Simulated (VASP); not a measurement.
Output of a VASP run:

OSZICAR:
```
...
       N       E                     dE             d eps       ncg     rms          rms(c)
DAV:   1    -0.772559455292E+02   -0.77548E-03   -0.22565E-02  3116   0.174E+00    0.235E-01
DAV:   2    -0.772552388085E+02    0.70672E-03   -0.21660E-03  2448   0.473E-01    0.990E-02
DAV:   3    -0.772551893999E+02    0.49409E-04   -0.11320E-03  2572   0.234E-01    0.240E-02
DAV:   4    -0.772551866490E+02    0.27509E-05   -0.15133E-04  2388   0.996E-02    0.159E-02
DAV:   5    -0.772551899406E+02   -0.32916E-05   -0.78332E-06  3272   0.280E-02    0.118E-02
DAV:   6    -0.772551652888E+02    0.24652E-04   -0.37227E-05  3336   0.405E-02    0.666E-03
DAV:   7    -0.772551482317E+02    0.17057E-04   -0.51944E-06  2104   0.220E-02    0.346E-03
DAV:   8    -0.772551416252E+02    0.66066E-05   -0.13027E-06  1244   0.144E-02    0.232E-03
DAV:   9    -0.772551346259E+02    0.69992E-05   -0.67914E-07  1196   0.922E-03    0.109E-03
DAV:  10    -0.772551323122E+02    0.23137E-05   -0.22787E-07  1180   0.456E-03    0.595E-04
DAV:  11    -0.772551304134E+02    0.18988E-05   -0.84144E-08  1172   0.284E-03    0.272E-04
DAV:  12    -0.772551296743E+02    0.73908E-06   -0.35583E-08  1180   0.199E-03
   4 F= -.77255130E+02 E0= -.77255130E+02  d E =-.169426E-02
       N       E                     dE             d eps       ncg     rms          rms(c)
DAV:   1    -0.772563668313E+02   -0.12364E-02   -0.24816E-01  2240   0.414E+00    0.204E-01
DAV:   2    -0.772563274387E+02    0.39393E-04   -0.96464E-03  2608   0.760E-01    0.124E-01
DAV:   3    -0.772563173935E+02    0.10045E-04   -0.17704E-03  2404   0.437E-01    0.300E-02
DAV:   4    -0.772560272204E+02    0.29017E-03   -0.58367E-04  2324   0.291E-01    0.214E-02
DAV:   5    -0.772559599011E+02    0.67319E-04   -0.15320E-04  2416   0.149E-01    0.106E-02
DAV:   6    -0.772559411314E+02    0.18770E-04   -0.95139E-05  2304   0.118E-01    0.310E-03
DAV:   7    -0.772559331913E+02    0.79401E-05   -0.48872E-05  2016   0.820E-02    0.169E-03
DAV:   8    -0.772559382481E+02   -0.50568E-05   -0.80302E-06  2116   0.324E-02    0.110E-03
DAV:   9    -0.772559396870E+02   -0.14390E-05   -0.16673E-06  1464   0.141E-02    0.307E-04
DAV:  10    -0.772559411752E+02   -0.14882E-05   -0.57045E-07  1252   0.757E-03    0.249E-04
DAV:  11    -0.772559412832E+02   -0.10802E-06   -0.68857E-08  1192   0.248E-03
   5 F= -.77255941E+02 E0= -.77255941E+02  d E =-.811609E-03
       N       E                     dE             d eps       ncg     rms          rms(c)
DAV:   1    -0.772596667765E+02   -0.37256E-02   -0.22339E+00  2240   0.124E+01    0.611E-01
DAV:   2    -0.772603547181E+02   -0.68794E-03   -0.86695E-02  2640   0.227E+00    0.371E-01
DAV:   3    -0.772585939696E+02    0.17607E-02   -0.16040E-02  2440   0.130E+00    0.935E-02
DAV:   4    -0.772579199380E+02    0.67403E-03   -0.49516E-03  2332   0.837E-01    0.660E-02
DAV:   5    -0.772573653727E+02    0.55457E-03   -0.86562E-04  2468   0.349E-01    0.346E-02
DAV:   6    -0.772577252789E+02   -0.35991E-03   -0.67402E-04  2412   0.320E-01    0.942E-03
DAV:   7    -0.772572897393E+02    0.43554E-03   -0.51578E-04  2464   0.274E-01    0.481E-03
DAV:   8    -0.772573044408E+02   -0.14702E-04   -0.11957E-04  2360   0.121E-01    0.454E-03
DAV:   9    -0.772573180804E+02   -0.13640E-04   -0.16999E-05  2080   0.424E-02    0.195E-03
DAV:  10    -0.772573258588E+02   -0.77784E-05   -0.56634E-06  2028   0.250E-02    0.108E-03
DAV:  11    -0.772573254820E+02    0.37688E-06   -0.16429E-06  1420   0.138E-02
   6 F= -.77257325E+02 E0= -.77257325E+02  d E =-.219581E-02
```

**OUTCAR**
```
------------------------ aborting loop because EDIFF is reached ----------------------------------------
  FORCE on cell =-STRESS in cart. coord.  units (eV):
  Direction    XX          YY          ZZ          XY          YZ          ZX
  --------------------------------------------------------------------------------------
  Total       -0.0973876     -0.0973876      0.0747303      0.0000000      0.0000000      0.0000000
  in kB       -2.2804542     -2.2804542      1.7499051      0.0000000      0.0000000      0.0000000
  external PRESSURE =      -0.9370011 kB  Pullay stress =       0.0000000 kB
  volume of cell :       68.42
      direct lattice vectors                 reciprocal lattice vectors
    -1.891849261  1.891849261  4.779249598     0.000000000  0.264291670  0.104618934
     1.891849261 -1.891849261  4.779249598     0.264291670  0.000000000  0.104618934
     1.891849261  1.891849261 -4.779249598     0.264291670  0.264291670  0.000000000
 POSITION                                       TOTAL-FORCE (eV/Angst)
 -----------------------------------------------------------------------------------
      0.00000     -0.00000      0.00000         0.000000      0.000000      0.000000
     -0.00000      1.89185      2.38962         0.000000      0.000000     -0.000000
      0.00000      0.00000      1.98467         0.000000     -0.000000     -0.006467
      0.00000      1.89185      4.37430        -0.000000      0.000000     -0.006467
     -0.00000      1.89185      0.40495        -0.000000      0.000000      0.006467
      0.00000      0.00000      7.57383         0.000000     -0.000000      0.006467
 -----------------------------------------------------------------------------------
    total drift:                                0.000000     -0.000000     -0.000000
  FREE ENERGIE OF THE ION-ELECTRON SYSTEM (eV)
  ---------------------------------------------------
  free  energy   TOTEN  =       -77.2573254820 eV

  energy  without entropy=      -77.2573254820  energy(sigma->0) =      -77.25732548

 reached required accuracy - stopping structural energy minimisation
```
(Selected blocks of OUTCAR.)

File POSCAR:
```
TiO2
1
   -1.8936217956     1.8936217956     4.7355796313
    1.8936217956    -1.8936217956     4.7355796313
    1.8936217956     1.8936217956    -4.7355796313
Ti O
2 4
Direct
  1.0000000000   1.0000000000   0.0000000000
  0.7500000000   0.2500000000   0.5000000000
  0.2089176996   0.2089176996   0.0000000000
  0.9589176996   0.4589176996   0.5000000000
  0.5410823004   0.0410823004   0.5000000000
  0.7910823004   0.7910823004   0.0000000000
```

### Question
Write an INCAR and KPOINTS that could have produced this output.

### Answer
Several could match; the one computed here: the input of the run itself, SCAN meta-GGA, plane waves, VASP's PBE PAW potentials (set 64).

File KPOINTS:
```
Regular mesh
0
G
7 7 7
0 0 0
```

### INCAR
```
SYSTEM = TiO2
PREC = Accurate; ENCUT = 520; LREAL = F
LASPH = T
EDIFF = 1E-6; NELM = 100; ALGO = Normal
LMAXMIX = 4; LMIXTAU = T
ISMEAR = 0; SIGMA = 0.05
METAGGA = SCAN
IBRION = 2; NSW = 60; ISIF = 3
EDIFFG = -0.02
LWAVE = F; LCHARG = F
```

POTCAR, in this order: Ti_sv O (PBE.64 set). Program: vasp_std.

The structure comes from a measured TiO2 entry (I4_1/amd) of the Crystallography Open Database, whose conditions weren't checked. This run relaxes it. Symmetry was kept, so distortions that lower it aren't found. The start is the result of an earlier pass.
